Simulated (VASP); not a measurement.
# CdPbSO with LDA: from relaxation to properties, part 3 of 6

What structure does CdPbSO take at this level, and what are its properties? The cell is invented: it takes the structure of a Materials Project entry for PbS (space group 187 there), with some of its atoms replaced by other elements, volume scaled by an estimate. It may not be a known or stable phase. The atoms of the start are displaced at random from the sites of a P3m1 cell.

VASP 6.6.1, plane waves and PAW; the level of theory is named at each step.

So far, gap on the k-mesh (eV): step 3 (relaxing cell and atoms (LDA)) 0.421; step 4 (second relaxation) 0.422; step 5 (single point with fields (LDA)) 0.422.

**6. Bands along the symmetry lines (LDA)**

Level of this step: LDA; plane waves and PAW (Pb_d, Cd, S, O); invented cell (VASP).

The mesh alone shows little of the dispersion and can miss band extrema, so KPOINTS_OPT adds a path through the symmetry points after the self-consistent cycle.

Input file INCAR:

```
SYSTEM = CdPbSO
PREC = Accurate
ENCUT = 520
EDIFF = 1E-06
NELM = 100
ISMEAR = 0
SIGMA = 0.05
LREAL = .FALSE.
ALGO = Normal
GGA = CA
NBANDS = 33
LORBIT = 11
LWAVE = .FALSE.
LCHARG = .FALSE.
KPAR = 2
```

Input file POSCAR:

```
CdPbSO
1.0
    3.4845284133      0.0373016679      0.0027962709
   -1.7588269619      3.3587475049      0.4249282133
    0.0071276996      1.0282338125      6.4644815989
Pb Cd S O
1 1 1 1
Direct
    0.9504448466      0.9037035568      0.0482046533
    0.0851269274      0.1684206410      0.4892614990
    0.7119320077      0.4261586888      0.7110216946
    0.5801662182      0.1616441136      0.2504391531
```

Input file KPOINTS:

```
Automatic mesh
0
Gamma
7 7 4
0 0 0
```

Input file KPOINTS_OPT:

```
Line mode
16
Line-mode
Reciprocal
  0.50000000   0.00000000   0.00000000 X
  0.00000000   0.00000000   0.00000000 GAMMA

  0.00000000   0.00000000   0.00000000 GAMMA
  0.00000000   0.00000000   0.50000000 Y

  0.50000000   0.00000000   0.50000000 L
  0.00000000   0.00000000   0.00000000 GAMMA

  0.00000000   0.00000000   0.00000000 GAMMA
  0.00000000  -0.50000000  -0.50000000 Z

  0.50000000  -0.50000000  -0.50000000 N
  0.00000000   0.00000000   0.00000000 GAMMA

  0.00000000   0.00000000   0.00000000 GAMMA
  0.00000000  -0.50000000   0.00000000 M

  0.50000000  -0.50000000   0.00000000 R
  0.00000000   0.00000000   0.00000000 GAMMA
```

Potentials, in the order of the species: Pb_d, Cd, S and O (LDA family, release 64).

The run is started by

```console
mpirun -np 2 vasp_std
```

Log:

```text
[... set-up lines as in an earlier step ...]
 entering main loop
       N       E                     dE             d eps       ncg     rms          rms(c)
DAV:   1     0.362980902617E+03    0.36298E+03   -0.17317E+04  6534   0.126E+03
DAV:   2     0.103389027091E+02   -0.35264E+03   -0.32858E+03  6764   0.349E+02
DAV:   3    -0.205679378848E+02   -0.30907E+02   -0.30329E+02  7975   0.111E+02
DAV:   4    -0.214610866788E+02   -0.89315E+00   -0.89135E+00  7756   0.188E+01
DAV:   5    -0.214855740605E+02   -0.24487E-01   -0.24483E-01  8548   0.338E+00    0.122E+01
DAV:   6    -0.191767595685E+02    0.23088E+01   -0.80766E+00 10107   0.295E+01    0.999E+00
DAV:   7    -0.188523917866E+02    0.32437E+00   -0.28711E+00  8002   0.974E+00    0.558E+00
DAV:   8    -0.188133722166E+02    0.39020E-01   -0.48820E-01  7415   0.354E+00    0.159E+00
DAV:   9    -0.188122292572E+02    0.11430E-02   -0.20600E-02  9067   0.925E-01    0.280E-01
DAV:  10    -0.188115309286E+02    0.69833E-03   -0.50342E-03  8836   0.471E-01    0.131E-01
DAV:  11    -0.188114560503E+02    0.74878E-04   -0.37022E-04  8770   0.117E-01    0.459E-02
DAV:  12    -0.188114564843E+02   -0.43400E-06   -0.73130E-05  8502   0.543E-02    0.114E-02
DAV:  13    -0.188114567843E+02   -0.29999E-06   -0.36092E-06  7523   0.149E-02
   1 F= -.18811457E+02 E0= -.18811457E+02  d E =-.899364E-11
 Start KPOINTS_OPT (optional k-point list driver)
k-point batch [1-99\112]
       N       E                     dE             ncg
DAV:   1     0.216298879126E+05   -0.36400E+05     6550
DAV:   2    -0.129407254392E+05   -0.34571E+05     6747
DAV:   3    -0.160398727535E+05   -0.30991E+04     7975
DAV:   4    -0.161362899800E+05   -0.96417E+02     7595
DAV:   5    -0.161388679306E+05   -0.25780E+01     8492
DAV:   6    -0.161389849418E+05   -0.11701E+00     8148
DAV:   7    -0.161389916870E+05   -0.67453E-02     9595
DAV:   8    -0.161389917845E+05   -0.97434E-04     6608
DAV:   9    -0.161389917886E+05   -0.41536E-05     5729
DAV:  10    -0.161389917890E+05   -0.36882E-06     4732
k-point batch [100-112\112]
       N       E                     dE             ncg
DAV:   1     0.489772364639E+05   -0.47517E+04      858
DAV:   2     0.444179383165E+05   -0.45593E+04      874
DAV:   4     0.439867078995E+05   -0.13388E+02     1020
DAV:   5     0.439863652393E+05   -0.34266E+00     1060
DAV:   6     0.439863496873E+05   -0.15552E-01     1100
DAV:   7     0.439863487461E+05   -0.94124E-03     1212
DAV:   8     0.439863487345E+05   -0.11615E-04      908
DAV:   9     0.439863487341E+05   -0.38082E-06      700
```

Elapsed: 1.9 min, on 2 MPI ranks of Intel Xeon Platinum 8488C (Sapphire Rapids), shared host; peak memory 0.9 GiB.

Parts of OUTCAR (step 6):

```text
   k-points           NKPTS =     99   k-points in BZ     NKDIM =     99   number of bands    NBANDS=     33

   NELECT =      38.0000    total number of electrons

 E-fermi :   5.1564

 k-point     1 :       0.0000    0.0000    0.0000
  band No.  band energies     occupation
    ...
     15       2.3198      2.00000
     16       2.4662      2.00000
     17       2.8831      2.00000
     18       4.1259      2.00000
     19       4.9513      2.00000
     20       7.2605      0.00000
     21       8.8809      0.00000
     22       9.9945      0.00000
     23      11.1227      0.00000
     24      11.8970      0.00000
    ...

  Total       -0.0119336     -0.0230367     -0.0238604     -0.0114909      0.0011149     -0.0201727
  in kB       -0.2564529     -0.4950585     -0.5127595     -0.2469383      0.0239592     -0.4335099
  external PRESSURE =      -0.4214236 kB  Pullay stress =       0.0000000 kB

 POSITION                                       TOTAL-FORCE (eV/Angst)
 -----------------------------------------------------------------------------------
      1.72274      3.12033      0.69828         0.002088     -0.003807      0.006120
      0.00389      1.07193      3.23463        -0.003901      0.003673      0.001956
      1.73628      2.18901      4.77946         0.002137     -0.002752     -0.005724
      1.73909      0.82207      1.68927        -0.000323      0.002887     -0.002352
 -----------------------------------------------------------------------------------
    total drift:                                0.000091     -0.000804      0.000958

  FREE ENERGIE OF THE ION-ELECTRON SYSTEM (eV)
  ---------------------------------------------------
  free  energy   TOTEN  =       -18.8114567843 eV

  energy  without entropy=      -18.8114567843  energy(sigma->0) =      -18.81145678

[... 7 parts as in an earlier step ...]

[... 9 further parts left out ...]
```

Spin-orbit coupling is off here; with elements this heavy it splits and shifts levels by tenths of an eV or more.

Numbers from this step:

* bands: 33
* Fermi energy: 5.156 eV
* pressure: -0.04214 GPa
* least gap on mesh and path: 0.3913 eV
* least direct gap on mesh and path: 0.8498 eV
* conduction bottom at k: 0, -0.5, 0
* least direct gap at k: 0, -0.5, 0

The electronic bands at the labelled points (eV, zero at the valence-band top; v1 is the highest filled band, c1 the lowest empty one):

```tsv
point	v4	v3	v2	v1	c1	c2	c3	c4
X	-3.51	-2.63	-1.74	-0.89	0.66	3.21	3.80	4.84
0.47 of the way	-2.82	-1.84	-1.30	-1.12	1.53	3.45	4.32	5.10
Γ	-2.49	-2.07	-0.83	0.00	2.31	3.93	5.04	6.17
0.47 of the way	-2.46	-1.75	-0.82	-0.03	1.55	4.49	4.97	6.11
Y	-2.43	-1.24	-0.86	-0.08	0.78	4.60	5.22	6.05
jump to L	-3.38	-2.68	-1.50	-1.17	1.04	3.05	3.92	4.49
0.47 of the way	-2.86	-2.19	-1.20	-0.74	1.68	3.33	4.55	4.95
Γ	-2.49	-2.07	-0.83	0.00	2.31	3.93	5.04	6.17
0.53 of the way	-2.68	-2.15	-0.97	-0.42	1.30	3.94	5.05	6.02
Z	-3.24	-2.81	-0.91	-0.79	1.50	3.47	4.37	5.79
jump to N	-3.42	-2.66	-1.51	-1.21	1.04	3.03	3.89	4.42
0.47 of the way	-2.87	-2.17	-1.22	-0.74	1.69	3.31	4.52	4.89
Γ	-2.49	-2.07	-0.83	0.00	2.31	3.93	5.04	6.17
0.53 of the way	-2.77	-2.09	-0.98	-0.28	1.05	3.61	5.42	5.98
M	-3.02	-2.54	-1.65	-0.46	0.39	3.39	5.32	5.66
jump to R	-3.52	-2.64	-1.78	-0.89	0.65	3.18	3.81	4.77
0.47 of the way	-2.82	-1.84	-1.29	-1.15	1.56	3.44	4.27	5.06
Γ	-2.49	-2.07	-0.83	0.00	2.31	3.93	5.04	6.17
```

Of the projections kept (Pb, Cd, S, O), the largest for each band there; the rest of the weight can lie on other orbitals:

```tsv
point	v4	v3	v2	v1	c1	c2	c3	c4
X	O 0.69	O 0.63	S 0.70	S 0.52	Pb 0.46	Cd 0.41	Pb 0.46	Pb 0.59
Γ	O 0.85	O 0.67	S 0.82	S 0.86	Pb 0.42	S 0.34	Pb 0.85	Pb 0.94
Y	O 0.86	S 0.40	S 0.80	S 0.88	Pb 0.31	Pb 0.50	Pb 0.67	Pb 0.93
L	O 0.68	S 0.53	S 0.38	S 0.43	Pb 0.40	Pb 0.54	Cd 0.45	Pb 0.65
Γ	O 0.85	O 0.67	S 0.82	S 0.86	Pb 0.42	S 0.34	Pb 0.85	Pb 0.94
Z	O 0.58	O 0.81	O 0.47	S 0.81	Pb 0.45	Cd 0.49	Pb 0.64	Cd 0.36
```

The path lowers the gap by 0.03 eV against the mesh alone, so a band edge lies off the mesh.

**7. Density of states (LDA)**

Here the states are counted by energy and projected on the atoms. The mesh is finer than in the run before.

INCAR: that of step 6 with these lines changed.

```diff
@@ -5,3 +5,3 @@
 NELM = 100
-ISMEAR = 0
+ISMEAR = -5
 SIGMA = 0.05
@@ -15 +15,2 @@
 KPAR = 2
+NEDOS = 2001
```

POSCAR is that of step 6.

Input file KPOINTS:

```
Automatic mesh
0
Gamma
11 10 5
0 0 0
```

The run is started by

```console
mpirun -np 2 vasp_std
```

Log:

```text
[... set-up lines as in an earlier step ...]
 entering main loop
       N       E                     dE             d eps       ncg     rms          rms(c)
DAV:   1     0.365811166285E+03    0.36581E+03   -0.17328E+04 18216   0.126E+03
DAV:   2     0.110370467523E+02   -0.35477E+03   -0.33065E+03 18742   0.351E+02
DAV:   3    -0.205327642543E+02   -0.31570E+02   -0.30959E+02 22272   0.112E+02
DAV:   4    -0.214612570103E+02   -0.92849E+00   -0.92657E+00 21544   0.192E+01
DAV:   5    -0.214863699133E+02   -0.25113E-01   -0.25109E-01 23935   0.343E+00    0.122E+01
DAV:   6    -0.191786388370E+02    0.23077E+01   -0.80876E+00 28085   0.295E+01    0.100E+01
DAV:   7    -0.188546035841E+02    0.32404E+00   -0.28719E+00 22263   0.976E+00    0.558E+00
DAV:   8    -0.188156795138E+02    0.38924E-01   -0.48805E-01 20389   0.354E+00    0.159E+00
DAV:   9    -0.188145220447E+02    0.11575E-02   -0.20621E-02 25368   0.925E-01    0.278E-01
DAV:  10    -0.188138248709E+02    0.69717E-03   -0.50117E-03 24338   0.469E-01    0.131E-01
DAV:  11    -0.188137490140E+02    0.75857E-04   -0.37092E-04 24541   0.117E-01    0.464E-02
DAV:  12    -0.188137492547E+02   -0.24062E-06   -0.74214E-05 23546   0.544E-02    0.121E-02
DAV:  13    -0.188137495122E+02   -0.25758E-06   -0.36008E-06 20995   0.149E-02
   1 F= -.18813750E+02 E0= -.18813750E+02  d E =0.000000E+00
```

Wall time 3 min (2 MPI ranks); peak memory 1.4 GiB.

OUTCAR, selected parts (step 7):

```text
   k-points           NKPTS =    276   k-points in BZ     NKDIM =    276   number of bands    NBANDS=     33

   NELECT =      38.0000    total number of electrons

 E-fermi :   4.9508

 k-point     1 :       0.0000    0.0000    0.0000
  band No.  band energies     occupation
    ...
     15       2.3206      2.00000
     16       2.4667      2.00000
     17       2.8828      2.00000
     18       4.1231      2.00000
     19       4.9475      2.00000
     20       7.2599      0.00000
     21       8.8801      0.00000
     22       9.9951      0.00000
     23      11.1235      0.00000
     24      11.8962      0.00000
    ...

  Total       -0.0258000     -0.0243499     -0.0173241     -0.0117172     -0.0027938     -0.0202511
  in kB       -0.5544419     -0.5232782     -0.3722952     -0.2518028     -0.0600389     -0.4351965
  external PRESSURE =      -0.4833385 kB  Pullay stress =       0.0000000 kB

 POSITION                                       TOTAL-FORCE (eV/Angst)
 -----------------------------------------------------------------------------------
      1.72274      3.12033      0.69828         0.002128     -0.003733      0.007169
      0.00389      1.07193      3.23463        -0.003955      0.004447     -0.000330
      1.73628      2.18901      4.77946         0.002076     -0.002777     -0.006613
      1.73909      0.82207      1.68927        -0.000249      0.002063     -0.000226
 -----------------------------------------------------------------------------------
    total drift:                                0.000096     -0.000804      0.000942

  FREE ENERGIE OF THE ION-ELECTRON SYSTEM (eV)
  ---------------------------------------------------
  free  energy   TOTEN  =       -18.8137495122 eV

  energy  without entropy=      -18.8137495122  energy(sigma->0) =      -18.81374951

[... 6 parts as in an earlier step ...]

[... 10 further parts left out ...]
```

Numbers from this step:

* irreducible k-points: 276
* Fermi energy: 4.951 eV
* pressure: -0.04833 GPa
* conduction bottom at k: 0, 0.5, 0
* least direct gap at k: 0, 0.5, 0
* gap on the k-mesh: 0.3953 eV
* least direct gap on the k-mesh: 0.8531 eV

The density of states has structure finer than the step of the table below, so its rows give means over 0.5 eV, whole bins alone (the curve runs from -12.0 to 8.38 eV). Peaks (eV: height): total -8.77: 6.68, -8.13: 27.8, -8.00: 16.7, -7.79: 17.3; O p -4.93: 1.07, -3.35: 1.16, -2.58: 1.45, -1.01: 0.908; Cd d -8.13: 23.8, -8.00: 14.5, -7.79: 15.6; Pb s -8.77: 2.03, -8.62: 1.61, -7.19: 1.45, -1.01: 0.300.

States under -12.0 eV and over 8.4 eV are left out. Density of states against energy, zero at the valence-band top; means over each step; values in states/eV/cell:

```tsv
energy (eV)	total	O p	Cd d	Pb s
-9.5	0	0	0	0
-9.0	1.70	0.0780	0.536	0.542
-8.5	2.29	0.127	0.881	0.639
-8.0	12.0	0.132	10.5	0.102
-7.5	5.52	0.0625	4.24	0.509
-7.0	1.54	0.0364	0.884	0.342
-6.5	0	0	0	0
-6.0	0	0	0	0
-5.5	4.0e-4	4.3e-5	3.6e-5	3.4e-6
-5.0	2.50	0.474	0.122	0.0279
-4.5	1.76	0.364	0.0703	0.0291
-4.0	2.30	0.545	0.104	0.0369
-3.5	2.51	0.853	0.0965	0.0254
-3.0	2.20	0.904	0.0886	0.0174
-2.5	3.39	1.08	0.140	0.0605
-2.0	2.01	0.552	0.0748	0.0578
-1.5	2.55	0.508	0.115	0.149
-1.0	3.44	0.688	0.174	0.230
-0.5	1.26	0.174	0.0692	0.0577
0.0	0.105	0.00269	0.00574	1.8e-4
0.5	0.0341	0.00259	1.8e-4	4.8e-4
1.0	0.655	0.0763	0.00907	0.00569
1.5	1.74	0.206	0.0229	0.0211
2.0	1.37	0.130	0.0187	0.0332
2.5	0.330	0.0294	0.00381	0.00797
3.0	1.88	0.219	0.0200	0.0164
3.5	1.70	0.204	0.0173	0.0210
4.0	2.36	0.252	0.0256	0.0183
4.5	2.02	0.193	0.0207	0.00989
5.0	2.22	0.210	0.0208	0.00655
5.5	1.12	0.0872	0.0115	0.00454
6.0	1.53	0.0946	0.0326	0.00608
6.5	2.29	0.132	0.0468	0.0125
7.0	1.32	0.0634	0.0226	0.00564
7.5	2.97	0.110	0.0521	0.0128
8.0	1.62	0.0567	0.0322	0.00872
```

The gap on this mesh is 0.40 eV.

(Continued in part 4 of 6.)

[Lines on the potential files, build, host, timing and source positions are cut from VASP's logs without a mark.]

[Logs are printed without paths, hosts, clocks, repeated set-up lines and the standing remarks that a program may print on its own settings, such as how far it seeks lower states.]

[Hosts, paths, dates, database ids (printed as entryN), source tags and the programs' standing remarks are cut or masked in the printed files.]

[A measured line is paired with the nearest computed mode of its activity, which favours agreement.]
